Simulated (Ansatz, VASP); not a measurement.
# CoSi2: VASP beside Ansatz, part 2 of 3

One calculation is typed for both programs; each brings its own data sets and cutoff. How far apart do they land? The cell is a member of a volume series, scaled by 1.015 from a relaxed one, so a pressure remains.

VASP 6.6.1 and Ansatz 0.2.0.

So far: Starting point; VASP: single point, PBEsol with D3(BJ), volume scaled by 1.015.

### Step 3. Ansatz: single point, PBEsol with D3(BJ), volume scaled by 1.015

Level of this step: Ansatz beside VASP: Kohn-Sham DFT, plane waves, PBEsol with D3(BJ) (Ansatz).

Ansatz runs on its default PAW (the set named soft_2) files.

The same cell, functional, mesh and smearing now go to Ansatz, which takes its cutoff from its data sets.

input.yaml reads:

```yaml
crystal:
  lattice:
    - [0.0, 2.64650992, 2.64650992]
    - [2.64650992, 0.0, 2.64650992]
    - [2.64650992, 2.64650992, 0.0]
  atoms:
    - { symbol: Co, position: [0.0, 0.0, 0.0] }
    - { symbol: Si, position: [0.75, 0.75, 0.75] }
    - { symbol: Si, position: [0.25, 0.25, 0.25] }
hamiltonian:
  xc: pbesol
  pseudopotentials: { kind: paw }
  dispersion: d3bj
magnetization:
  spin_polarized: true
kpoints:
  mp_grid: { grid: [12, 12, 12] }
scf:
  occupations: { method: gaussian, width: 0.05 }
  n_extra_bands: 6
output:
  forces: true
  stress: true
  eigenvalues: true
  write_density: true
  write_potential: true
  elf: true
  volumetric_format: npy
```

The run is started by

```sh
$ ansatz run input.yaml --threads 2 --pin off --max-ram 4608MiB --backend cpu --events-out ev --progress --plain --runs-dir out
```

Numbers of over 12 decimals in the logs are rounded to 6 here.

The log of the run:

```text
scf.n_extra_bands = 6 over 13 filled bands (N_el = 25.0): the run solves 19 bands
Engine: ansatz 0.2.0, aarch64-unknown-linux-gnu
Pseudopotentials: kind: paw
Pseudopotential: Co, paw, valence charge 17, recommended cutoff 420 eV (normal), Co.paw.azcp
Pseudopotential: Si, paw, valence charge 4, recommended cutoff 420 eV (normal), Si.paw.azcp
Functional definition: PBEsol
  exchange = pbesol_x
  correlation = pbesol_c
Crystal: 3 atoms, lattice volume = 37.072 Å³
Basis set: ecut = 420 eV, 725 PW (Γ), exchange–correlation on 54×54×54 points (8 copies of the dense FFT grid, shifted against one another)
Bands: 19, of which v1, the nominal top of the filled ones, is band 13 counted from 1 (12 counted from 0)
Symmetry: 48 space group operations
Space group: Fm-3m (ITA 225), of the structure as read, at distance tolerance 3.3e-5 Å
k-points: 72 of 1728
Non-local potential: Co, projectors of the file, l = 0: 3, l = 1: 2, l = 2: 3, l = 3: 1
Non-local potential: Si, projectors of the file, l = 0: 2, l = 1: 2, l = 2: 2
PAW form: soft (Blöchl's): semilocal exchange-correlation on the pseudo side does not see the compensation charge
PAW frozen core: Co, regenerated for the run's functional, and the local potential with it (the file was generated under x = pbe(κ = 0.804, μ = 0.219515), c = pbe(β = 0.066725))
PAW frozen core: Si, regenerated for the run's functional, and the local potential with it (the file was generated under x = pbe(κ = 0.804, μ = 0.219515), c = pbe(β = 0.066725))
PAW one-centre angular grid: Co, 590 points (default); XC on 64 Gauss nodes
PAW one-centre angular grid: Si, 110 points (default); XC on 64 Gauss nodes
Initial density: superposition of atomic densities (chi_scale 0.1, normalization cell, long waves kept (reshape's long-wave potential 0.00 eV rms))
Initial wavefunctions: pseudopotential atomic-orbital guess
Functional: x = pbesol(κ = 0.804, μ = 0.123457), c = pbesol(β = 0.046)
SCF iter   1: F=—  HF=-6340.186405 eV  |F-HF|=—  |Δ(HF+E_count)|=         —  Δρ=6.32e-2 (↑6.32e-2 ↓6.32e-2)  dr2=7.18e0  dr2_m=0.00e0  M=0.000 μB ∫|m|=0.000 μB  β_m=0.30  ethr=3.10e-3  ⟨swp⟩=5.7  Hψ=6947  notcnv=0  defer=2
preconditioner: auto → none  [insulator: Δε(μ)=0.057 eV  Ē_g=10.400 eV  σ=0.050 eV  W_gap=0.58  n_scr=14 (ndim 8)  ℏωp=25.1 eV  f_vac=0.000  D(μ)=0.74/eV (n_scr^D=0)  ε∞_Penn≈6.8]
SCF iter   2: F=—  HF=-6340.765003 eV  |F-HF|=—  |Δ(HF+E_count)|=   5.79e-1  Δρ=1.34e-1 (↑1.34e-1 ↓1.34e-1)  dr2=1.67e1  dr2_m=0.00e0  M=0.000 μB ∫|m|=0.000 μB  β_m=0.21  ethr=3.10e-3  ⟨swp⟩=3.0  Hψ=3507  notcnv=0  defer=134  recentre
preconditioner: auto → Kerker (q_TF=auto, 2.555 Å⁻¹)  [metal: Δε(μ)=0.042 eV  Ē_g=9.607 eV  σ=0.050 eV  W_gap=0.44  n_scr=14 (ndim 8)  ℏωp=25.1 eV  f_vac=0.000  D(μ)=1.08/eV (n_scr^D=8)]
spin=Collinear: Kerker preconditioning applied to the charge; magnetization (m = ρ↑ − ρ↓) channel mixes plain (no charge-response kernel on spin).
SCF iter   3: F=—  HF=-6338.270095 eV  |F-HF|=—  |Δ(HF+E_count)|=    2.49e0  Δρ=5.07e-2 (↑4.94e-2 ↓5.07e-2)  dr2=7.23e-1  dr2_m=7.27e-1  M=1.254 μB ∫|m|=1.254 μB  ethr=3.10e-3  ⟨swp⟩=2.5  Hψ=3224  notcnv=0  defer=136
Mixer restart at iter 3: flushing history
SCF iter   4: F=—  HF=-6339.123289 eV  |F-HF|=—  |Δ(HF+E_count)|=         —  Δρ=4.16e-2 (↑3.91e-2 ↓4.16e-2)  dr2=8.81e-1  dr2_m=4.10e-1  M=0.212 μB ∫|m|=0.220 μB  β_m=0.22  ethr=2.89e-3  ⟨swp⟩=3.1  Hψ=6442  notcnv=0  defer=106
SCF iter   5: F=—  HF=-6339.069445 eV  |F-HF|=—  |Δ(HF+E_count)|=   5.38e-2  Δρ=3.60e-2 (↑3.60e-2 ↓3.21e-2)  dr2=5.82e-1  dr2_m=2.86e-1  M=0.168 μB ∫|m|=0.176 μB  β_m=0.61  ethr=2.89e-3  ⟨swp⟩=1.0  Hψ=3217  notcnv=0  defer=109
SCF iter   6: F=—  HF=-6339.065913 eV  |F-HF|=—  |Δ(HF+E_count)|=   3.53e-3  Δρ=3.84e-2 (↑3.05e-2 ↓3.84e-2)  dr2=1.24e0  dr2_m=5.56e-3  M=0.013 μB ∫|m|=0.029 μB  β_m=0.43  ethr=2.33e-3  ⟨swp⟩=2.2  Hψ=4986  notcnv=0  defer=120
SCF iter   7: F=—  HF=-6338.920064 eV  |F-HF|=—  |Δ(HF+E_count)|=   1.46e-1  Δρ=4.67e-3 (↑4.67e-3 ↓4.37e-3)  dr2=2.34e-2  dr2_m=5.10e-4  M=-0.010 μB ∫|m|=0.022 μB  β_m=0.72  ethr=2.33e-3  ⟨swp⟩=2.5  Hψ=4987  notcnv=0  defer=219
Mixer restart at iter 7: flushing history
SCF iter   8: F=—  HF=-6338.922806 eV  |F-HF|=—  |Δ(HF+E_count)|=         —  Δρ=4.16e-3 (↑4.16e-3 ↓4.16e-3)  dr2=1.87e-2  dr2_m=0.00e0  M=0.000 μB ∫|m|=0.000 μB  β_m=0.72  ethr=9.38e-5  ⟨swp⟩=5.3  Hψ=4577  notcnv=0  defer=96
SCF iter   9: F=—  HF=-6338.930024 eV  |F-HF|=—  |Δ(HF+E_count)|=   7.22e-3  Δρ=8.73e-3 (↑8.73e-3 ↓8.73e-3)  dr2=7.41e-2  dr2_m=0.00e0  M=0.000 μB ∫|m|=0.000 μB  β_m=0.42  ethr=7.50e-5  ⟨swp⟩=2.5  Hψ=2963  notcnv=0  defer=135  recentre
SCF iter  10: F=—  HF=-6338.921965 eV  |F-HF|=—  |Δ(HF+E_count)|=   8.06e-3  Δρ=2.17e-3 (↑2.17e-3 ↓2.17e-3)  dr2=5.58e-3  dr2_m=0.00e0  M=0.000 μB ∫|m|=0.000 μB  β_m=0.35  ethr=7.50e-5  ⟨swp⟩=2.5  Hψ=2252  notcnv=0  defer=135
SCF iter  11: F=—  HF=-6338.921739 eV  |F-HF|=—  |Δ(HF+E_count)|=   2.26e-4  Δρ=6.24e-4 (↑6.24e-4 ↓6.24e-4)  dr2=8.07e-4  dr2_m=0.00e0  M=0.000 μB ∫|m|=0.000 μB  β_m=0.66  ethr=2.23e-5  ⟨swp⟩=2.2  Hψ=1463  notcnv=0  defer=135
SCF iter  12: F=—  HF=-6338.921772 eV  |F-HF|=—  |Δ(HF+E_count)|=   3.37e-5  Δρ=7.77e-5 (↑7.77e-5 ↓7.77e-5)  dr2=1.24e-5  dr2_m=0.00e0  M=0.000 μB ∫|m|=0.000 μB  β_m=0.75  ethr=3.23e-6  ⟨swp⟩=2.8  Hψ=1811  notcnv=0  defer=135
SCF iter  13: F=—  HF=-6338.921754 eV  |F-HF|=—  |Δ(HF+E_count)|=   1.89e-5  Δρ=7.28e-5 (↑7.28e-5 ↓7.28e-5)  dr2=5.00e-6  dr2_m=0.00e0  M=0.000 μB ∫|m|=0.000 μB  β_m=0.87  ethr=4.98e-8  ⟨swp⟩=2.0  Hψ=1810  notcnv=0  defer=135
SCF iter  14: F=—  HF=-6338.921754 eV  |F-HF|=—  |Δ(HF+E_count)|=   3.78e-7  Δρ=3.50e-5 (↑3.50e-5 ↓3.50e-5)  dr2=1.22e-6  dr2_m=0.00e0  M=0.000 μB ∫|m|=0.000 μB  β_m=0.94  ethr=2.00e-8  ⟨swp⟩=1.0  Hψ=1232  notcnv=0  defer=135
SCF iter  15: F=-6338.921754 eV  HF=-6338.921754 eV  |F-HF|=8.94e-10  |Δ(HF+E_count)|=   5.83e-8  Δρ=1.56e-6 (↑1.56e-6 ↓1.56e-6)  dr2=2.76e-9  dr2_m=0.00e0  M=0.000 μB ∫|m|=0.000 μB  ethr=4.00e-10  ⟨swp⟩=10.7  Hψ=9229  notcnv=0
SCF 1 converged in 15 iterations: F = -6338.921754 eV  dr2 = 2.76e-9
  greatest PAW one-centre occupation: 1.000 electrons in one spin orbital (limit 2), on the Co atom at site 0 (counted from 0), in its partial waves of l = 1
SCF converged after 15 iterations
Magnetization: 0.0000 μB (12.5000 up, 12.5000 down)
Absolute magnetization: 0.0000 μB (∫|ρ↑−ρ↓|)
Spin contamination: 0.0000 ħ² per cell (⟨S²⟩ above its minimum at these occupations)
Per-site moments (μB) at R_I (Å): [(0.0, 0.945427), (0.0, 0.945427), (0.0, 0.945427)]
Free energy (F): -6338.921754 eV
Harris-Foulkes:  -6338.921754 eV  (|F-HF|=8.94e-10)
Internal energy: -6338.920520 eV  (E = F + TS)
E sigma→0 (E₀):  -6338.921137 eV
Entropy (-TS):   -0.001234 eV (-0.411 meV/atom)
Fermi energy:    13.346018 eV
--- Per-component energies (eV) ---
  E_band       = -273.206961
  E_kinetic    = 550.716772
  E_local      = -4056.995796  (includes V_loc(G=0)·N_el)
  E_nonlocal   = 503.913594
  E_hartree    = 1765.730037
  E_xc         = -273.232883
  E_vxc        = -306.412976  (∫ρ·V_xc dr)
  E_paw        = -2482.028375  (= ΣΔE_a)
  E_vpaw       = -495.892871  (= ΣTr[D̂ρ^β])
  E_aug_tail   = 0.000079  (compensation charges beyond the density's cutoff)
  E_ewald      = -2346.073458
  E_disp       = -1.202030  (pairwise vdW)
  E_core_change = 0.251541  (= ΣΔE_core)
  E_smearing   = -0.001234  (= −TS)
  E_closure    = -0.000000  (closes the sum)
  Σ components = -6338.921754   (vs F -6338.921754, Δ=0.00e0)
--- Forces (eV/Å), atoms counted from 1 ---
  atom   1  Co    -0.00000000     0.00000000    -0.00000000
  atom   2  Si     0.00000000     0.00000000    -0.00000000
  atom   3  Si     0.00000000     0.00000000     0.00000000
  max |Σ_I F_I| component: 7.40e-17 eV/Å
--- Stress (GPa, compression-positive) ---
       -3.081532      -0.000000       0.000000
       -0.000000      -3.081532       0.000000
        0.000000      -0.000000      -3.081532
  P = ⅓ Tr σ = -3.0815 GPa (-30.815 kbar)
--- Band table (eV; the first three rows and the last of 144) ---
  k-point 0 ↑: bands = [... 9 lower, 11.3343, 14.4917, 16.7783, 16.7783, 16.7783, 16.9520, 16.9520, 16.9520, ... 2 higher]
  k-point 1 ↑: bands = [... 9 lower, 11.3007, 14.5010, 15.4465, 16.0965, 16.0965, 17.6780, 17.6780, 18.4407, ... 2 higher]
  k-point 2 ↑: bands = [... 9 lower, 11.2275, 13.5475, 15.3527, 15.3527, 15.4249, 17.8523, 17.8523, 18.5189, ... 2 higher]
  k-point 71 ↓: bands = [... 9 lower, 10.9496, 11.2934, 11.8220, 12.6521, 17.1716, 17.1716, 19.1640, 20.0786, ... 2 higher]
```

It took 8.2 s on 2 threads of Arm Neoverse N1, shared host; peak memory 0.38 GiB; 15 s of CPU time.

The run ends at a pressure of -3.08 GPa.

### Step 4. Side by side

Known differences besides the potentials themselves: the data sets hold 25 valence electrons in Ansatz (default PAW (the set named soft_2) files) and 17 in VASP; the cutoff is 420 eV in Ansatz and 450 eV in VASP; Ansatz makes its cores anew for this functional, VASP keeps those of its PBE data sets. Total energies have different zeros and are not compared.

Both answers:

| quantity | Ansatz | VASP | difference |
| --- | --- | --- | --- |
| pressure (GPa) | -3.08 | -3.04 | -0.04 |
| pressure without Ansatz's Pulay correction (GPa) | -3.17 | -3.04 | -0.13 |

Ansatz's pressure holds a Pulay correction of 0.09 GPa; VASP's holds none.

### Step 5. VASP: single point, r2SCAN with rVV10, volume scaled by 0.985

A single point gives forces, pressure and levels at one fixed geometry, so differences don't come from the geometry; what else differs is listed under the comparison. The cell compared in this pair holds 36.79 Å³, against 37.07 Å³ for the pair before.

The input asks for a relaxation, which ended at its first step since no free force or stress exceeded the threshold; so it serves as a single point.

INCAR reads:

```
SYSTEM = CoSi2
PREC = Accurate
ENCUT = 450
EDIFF = 1E-06
NELM = 100
ISMEAR = 0
SIGMA = 0.05
LREAL = .FALSE.
ALGO = Normal
METAGGA = R2SCAN
LUSE_VDW = .TRUE.
IVDW_NL = 2
BPARAM = 11.95
CPARAM = 0.0093
LASPH = .TRUE.
NBANDS = 16
ISPIN = 2
MAGMOM = 0 0 0
LMAXMIX = 4
LORBIT = 11
LWAVE = .FALSE.
LCHARG = .FALSE.
KPAR = 8
IBRION = 2
NSW = 30
ISIF = 4
EDIFFG = -0.01
```

POSCAR reads:

```
CoSi2
1.0
    0.0000000000      2.6397495878      2.6397495878
    2.6397495878      0.0000000000      2.6397495878
    2.6397495878      2.6397495878      0.0000000000
Co Si
1 2
Direct
    0.0000000000      0.0000000000      0.0000000000
    0.7500000000      0.7500000000      0.7500000000
    0.2500000000      0.2500000000      0.2500000000
```

KPOINTS reads:

```
Automatic mesh
0
Gamma
12 12 12
0 0 0
```

Potentials, in the order of the species: Co and Si (PBE family, release 64).

The run is started by

```sh
$ mpirun -np 8 vasp_std
```

The log of the run:

```text
[banner, memory and clock lines left out]
running    8 mpi-ranks, on    1 nodes
[...]
[... a notice as in an earlier step ...]

|                                                                             |
|               ----> ADVICE to this user running VASP <----                  |
|                                                                             |
|     You have switched on vdW-DFT.                                           |
|     This routine was written and supplied by Jiri Klimes. We recommend      |
|     that you carefully read and cite the following publications:            |
|       J. Klimes, D.R. Bowler, A. Michelides                                 |
|          J. Phys.: Cond Matt. 22 022201 (2010)                              |
|       J. Klimes, D.R. Bowler, A. Michelides                                 |
|          Phys. Rev. B. 83, 195131 (2011)                                    |
|     and references therein.                                                 |
[...]
Total rVV10 correction in eV:      0.2919999    21.2954712
Total rVV10 correction in eV:      0.2919999    21.2954712
Total rVV10 correction in eV:      0.2919999    21.2954712
DAV:  13    -0.317079917640E+02    0.74175E-06   -0.51409E-06  6056   0.333E-02
Total rVV10 correction in eV:      0.2919709    21.2954712
Total rVV10 correction in eV:      0.2919709    21.2954712
Total rVV10 correction in eV:      0.2919709    21.2954712
Total rVV10 correction in eV:      0.2919709    21.2954712
Total rVV10 correction in eV:      0.2919709    21.2954712
Total rVV10 correction in eV:      0.2919709    21.2954712
Total rVV10 correction in eV:      0.2919709    21.2954712
Total rVV10 correction in eV:      0.2919709    21.2954712
Total rVV10 correction in eV:      0.2919926    21.2954712
Total rVV10 correction in eV:      0.2919926    21.2954712
Total rVV10 correction in eV:      0.2919926    21.2954712
Total rVV10 correction in eV:      0.2919926    21.2954712
Total rVV10 correction in eV:      0.2919926    21.2954712
Total rVV10 correction in eV:      0.2919926    21.2954712
Total rVV10 correction in eV:      0.2919926    21.2954712
Total rVV10 correction in eV:      0.2919926    21.2954712
   1 F= -.31707992E+02 E0= -.31707193E+02  d E =-.317080E+02  mag=    -0.0000
[...]
reached required accuracy - stopping structural energy minimisation
```

From OUTCAR (step 5):

```text
  Total        0.6909037      0.6909037      0.6909037      0.0000000      0.0000000     -0.0000000
  in kB       30.0891490     30.0891490     30.0891490      0.0000000      0.0000000     -0.0000000
  external PRESSURE =      30.0891490 kB  Pullay stress =       0.0000000 kB

 POSITION                                       TOTAL-FORCE (eV/Angst)
 -----------------------------------------------------------------------------------
      0.00000      0.00000      0.00000        -0.000000     -0.000000     -0.000000
      3.95962      3.95962      3.95962         0.000000      0.000000      0.000000
      1.31987      1.31987      1.31987        -0.000000     -0.000000     -0.000000
 -----------------------------------------------------------------------------------
    total drift:                               -0.000000     -0.000000      0.000000

  FREE ENERGIE OF THE ION-ELECTRON SYSTEM (eV)
  ---------------------------------------------------
  free  energy   TOTEN  =       -31.7079917640 eV

  energy  without entropy=      -31.7063947202  energy(sigma->0) =      -31.70719324

 magnetization (x)
# of ion       s       p       d       tot
------------------------------------------
    1       -0.000  -0.000  -0.000  -0.000
    2       -0.000   0.000   0.000   0.000
    3       -0.000   0.000   0.000   0.000
--------------------------------------------------
tot         -0.000  -0.000  -0.000  -0.000

[... 2 parts as in an earlier step ...]

[... 2 further parts left out ...]
[key lines of the parts left out:]
E-fermi :  10.5569
```

### Step 6. Ansatz: single point, r2SCAN with rVV10, volume scaled by 0.985

The same cell, functional, mesh and smearing now go to Ansatz, which takes its cutoff from its data sets.

The cell is a member of a volume series, scaled by 0.985 from a relaxed one, so a pressure remains.

input.yaml, the sections that differ from step 3:

```yaml
crystal:
  lattice:
    - [0.0, 2.63974959, 2.63974959]
    - [2.63974959, 0.0, 2.63974959]
    - [2.63974959, 2.63974959, 0.0]
  atoms:
    - { symbol: Co, position: [0.0, 0.0, 0.0] }
    - { symbol: Si, position: [0.75, 0.75, 0.75] }
    - { symbol: Si, position: [0.25, 0.25, 0.25] }
hamiltonian:
  xc: r2scan
  pseudopotentials: { kind: paw }
  dispersion: rvv10
output:
  forces: true
  stress: true
  eigenvalues: true
# magnetization, kpoints, scf: as in step 3
```

The run is started by

```sh
$ ansatz run input.yaml --threads 2 --pin off --max-ram 4608MiB --backend cpu --events-out ev --progress --plain --runs-dir out
```

The log of the run:

```text
[...]
Crystal: 3 atoms, lattice volume = 36.789 Å³
Basis set: ecut = 500 eV, 941 PW (Γ), exchange–correlation on 128×128×128 points (64 copies of the dense FFT grid, shifted against one another)
Bands: 19, of which v1, the nominal top of the filled ones, is band 13 counted from 1 (12 counted from 0)
Symmetry: 48 space group operations
[...]
k-point 1 ↑: bands = [... 9 lower, 11.2895, 15.0400, 15.8453, 16.3731, 16.3731, 18.0520, 18.0520, 18.8903, ... 2 higher]
  k-point 2 ↑: bands = [... 9 lower, 11.2153, 13.7549, 15.5848, 15.5848, 16.0725, 18.2706, 18.2706, 19.1857, ... 2 higher]
  k-point 71 ↓: bands = [... 9 lower, 11.0003, 11.4083, 11.8507, 12.7104, 17.6214, 17.6214, 19.7421, 20.6512, ... 2 higher]
[key lines of the parts left out:]
SCF converged after 15 iterations
Magnetization: 0.0000 μB (12.5000 up, 12.5000 down)
Free energy (F): -6409.089125 eV
Fermi energy:    13.463905 eV
P = ⅓ Tr σ = 3.1816 GPa (31.816 kbar)
```

Run time: 18 s. Hardware: 2 threads; peak memory 0.55 GiB; 33 s of CPU time.

The run ends at a pressure of 3.18 GPa.

### Step 7. Side by side

What differs besides the data sets and the points named for the pairs above, as far as they apply: VASP keeps PBE cores, Ansatz makes them for the functional; the cutoff is 500 eV in Ansatz and 450 eV in VASP. Total energies have different zeros and are not compared.

Compared:

| quantity | Ansatz | VASP | difference |
| --- | --- | --- | --- |
| pressure (GPa) | 3.18 | 3.01 | +0.17 |

Ansatz's pressure holds a Pulay correction of 0.05 GPa; VASP's holds none.

(Part 2 of 3 ends here.)

[Lines on the potential files, build, host, timing and source positions are cut from VASP's logs without a mark.]

[Logs are printed without paths, hosts, clocks, repeated set-up lines and the standing remarks that a program may print on its own settings, such as how far it seeks lower states.]

[Hosts, paths, dates, database ids (printed as entryN), source tags and the programs' standing remarks are cut or masked in the printed files.]
